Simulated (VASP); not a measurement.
Output of a VASP run:

**OSZICAR**
```
       N       E                     dE             d eps       ncg     rms          rms(c)
DAV:   1     0.958452697632E+01    0.95845E+01   -0.67491E+03  1880   0.121E+03
DAV:   2    -0.511993649053E+02   -0.60784E+02   -0.59971E+02  2425   0.258E+02
DAV:   3    -0.518913113509E+02   -0.69195E+00   -0.65957E+00  2206   0.276E+01
DAV:   4    -0.518993198635E+02   -0.80085E-02   -0.79811E-02  2325   0.192E+00
DAV:   5    -0.518994137139E+02   -0.93850E-04   -0.93845E-04  2111   0.145E-01    0.144E+01
DAV:   6    -0.481014502527E+02    0.37980E+01   -0.13895E+00  1939   0.164E+01    0.570E+00
DAV:   7    -0.486876029231E+02   -0.58615E+00   -0.23818E-01  1888   0.637E+00    0.176E+00
DAV:   8    -0.482464399874E+02    0.44116E+00   -0.34409E-01  1897   0.731E+00    0.732E-01
DAV:   9    -0.485566723483E+02   -0.31023E+00   -0.46966E-02  1911   0.215E+00    0.371E-01
DAV:  10    -0.485817476224E+02   -0.25075E-01   -0.53628E-03  1911   0.851E-01    0.314E-01
DAV:  11    -0.485859544231E+02   -0.42068E-02   -0.51852E-03  1911   0.861E-01    0.658E-02
DAV:  12    -0.485860574464E+02   -0.10302E-03   -0.71089E-04  1892   0.302E-01    0.559E-02
DAV:  13    -0.485860470392E+02    0.10407E-04   -0.64522E-05  2101   0.106E-01    0.241E-02
DAV:  14    -0.485860472613E+02   -0.22211E-06   -0.20637E-06  2017   0.199E-02
   1 F= -.48586047E+02 E0= -.48586126E+02  d E =-.485860E+02
       N       E                     dE             d eps       ncg     rms          rms(c)
DAV:   1    -0.485972864037E+02   -0.11239E-01   -0.44258E-01  1911   0.994E+00    0.102E+00
DAV:   2    -0.485867970418E+02    0.10489E-01   -0.14864E-02  1912   0.153E+00    0.344E-01
DAV:   3    -0.485843852283E+02    0.24118E-02   -0.90995E-03  1904   0.119E+00    0.137E-01
DAV:   4    -0.485825521678E+02    0.18331E-02   -0.31866E-03  1904   0.698E-01    0.624E-02
DAV:   5    -0.485851072208E+02   -0.25551E-02   -0.13007E-03  1884   0.468E-01    0.143E-02
DAV:   6    -0.485851160032E+02   -0.87824E-05   -0.47258E-05  2014   0.881E-02    0.131E-02
DAV:   7    -0.485851390568E+02   -0.23054E-04   -0.13849E-05  1891   0.558E-02    0.199E-03
DAV:   8    -0.485851407901E+02   -0.17333E-05   -0.11177E-06  1210   0.153E-02    0.360E-04
DAV:   9    -0.485851411579E+02   -0.36781E-06   -0.19188E-07   953   0.588E-03
   2 F= -.48585141E+02 E0= -.48585252E+02  d E =0.906103E-03
       N       E                     dE             d eps       ncg     rms          rms(c)
DAV:   1    -0.485919566911E+02   -0.68159E-02   -0.19970E-01  1909   0.663E+00    0.697E-01
DAV:   2    -0.485870704872E+02    0.48862E-02   -0.67603E-03  1907   0.104E+00    0.235E-01
DAV:   3    -0.485860046415E+02    0.10658E-02   -0.41283E-03  1899   0.805E-01    0.951E-02
DAV:   4    -0.485849407781E+02    0.10639E-02   -0.15739E-03  1907   0.486E-01    0.423E-02
DAV:   5    -0.485863300617E+02   -0.13893E-02   -0.60655E-04  1886   0.314E-01    0.102E-02
DAV:   6    -0.485863217545E+02    0.83072E-05   -0.10584E-05  2164   0.439E-02    0.893E-03
DAV:   7    -0.485863300316E+02   -0.82771E-05   -0.33160E-06  1889   0.280E-02    0.287E-03
DAV:   8    -0.485863291155E+02    0.91607E-06   -0.22293E-07   955   0.680E-03
   3 F= -.48586329E+02 E0= -.48586431E+02  d E =-.281854E-03
```

File OUTCAR:
```
------------------------ aborting loop because EDIFF is reached ----------------------------------------
  FORCE on cell =-STRESS in cart. coord.  units (eV):
  Direction    XX          YY          ZZ          XY          YZ          ZX
  --------------------------------------------------------------------------------------
  Total        0.0027352      0.0027352      0.0027352      0.0000000      0.0000000     -0.0000000
  in kB        0.2427345      0.2427345      0.2427345      0.0000000      0.0000000     -0.0000000
  external PRESSURE =       0.2427345 kB  Pullay stress =       0.0000000 kB
  volume of cell :       18.05
      direct lattice vectors                 reciprocal lattice vectors
    -1.652611839  1.652611839  1.652611839     0.000000000  0.302551385  0.302551385
     1.652611839 -1.652611839  1.652611839     0.302551385  0.000000000  0.302551385
     1.652611839  1.652611839 -1.652611839     0.302551385  0.302551385  0.000000000
 POSITION                                       TOTAL-FORCE (eV/Angst)
 -----------------------------------------------------------------------------------
      0.00000      0.00000      0.00000        -0.000000      0.000000      0.000000
 -----------------------------------------------------------------------------------
    total drift:                                0.000000      0.000000     -0.000000
  FREE ENERGIE OF THE ION-ELECTRON SYSTEM (eV)
  ---------------------------------------------------
  free  energy   TOTEN  =       -48.5863291155 eV

  energy  without entropy=      -48.5866342561  energy(sigma->0) =      -48.58643083

 reached required accuracy - stopping structural energy minimisation
```
(Selected blocks of OUTCAR.)

File POSCAR:
```
Ta
1
   -1.6500000000     1.6500000000     1.6500000000
    1.6500000000    -1.6500000000     1.6500000000
    1.6500000000     1.6500000000    -1.6500000000
Ta
1
Direct
  0.0000000000   0.0000000000   0.0000000000
```

Reconstruct the remaining input files.

This is not unique; one that fits is the input of the run itself, r2SCAN meta-GGA, plane waves, VASP's PBE PAW potentials (set 64).

File KPOINTS:
```
Automatic mesh
0
Gamma
14 14 14
0 0 0
```

**INCAR**
```
ALGO = Normal
EDIFF = 1E-6
EDIFFG = -0.01
ENCUT = 520
IBRION = 2
ISIF = 3
ISMEAR = 1
LASPH = T
LCHARG = F
LMAXMIX = 6
LMIXTAU = T
LREAL = F
LWAVE = F
METAGGA = R2SCAN
NELM = 100
NSW = 60
PREC = Accurate
SIGMA = 0.1
SYSTEM = Ta
```

POTCAR, in this order: Ta_pv (PBE.64 set). Program: vasp_std.

The compound is Ta in the bcc structure. This run relaxes it. Symmetry was kept, so distortions that lower it aren't found.
